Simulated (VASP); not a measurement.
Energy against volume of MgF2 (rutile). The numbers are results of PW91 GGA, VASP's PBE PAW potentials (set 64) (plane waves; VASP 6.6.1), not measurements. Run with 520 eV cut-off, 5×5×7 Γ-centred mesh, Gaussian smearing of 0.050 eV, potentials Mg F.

Shape and ions are relaxed at each volume.

```tsv
V (Å³/atom)	E (eV/atom)
10.543	-5.29786
10.880	-5.30910
11.216	-5.31327
11.553	-5.31141
```

### Question
Fit these four points and predict the energy of the run at 11.889 Å³/atom.

### Answer
A cubic in V^(−2/3), the third-order Birch-Murnaghan form, passes through the four points with V0 = 11.27 Å³/atom and B0 = 94 GPa, and gives -5.3044 eV/atom there. The run gave -5.3045 eV/atom, -0.1 meV/atom from the fit; all five points give B0 = 93 GPa.

The compound is MgF2 in the rutile structure. It was relaxed first.
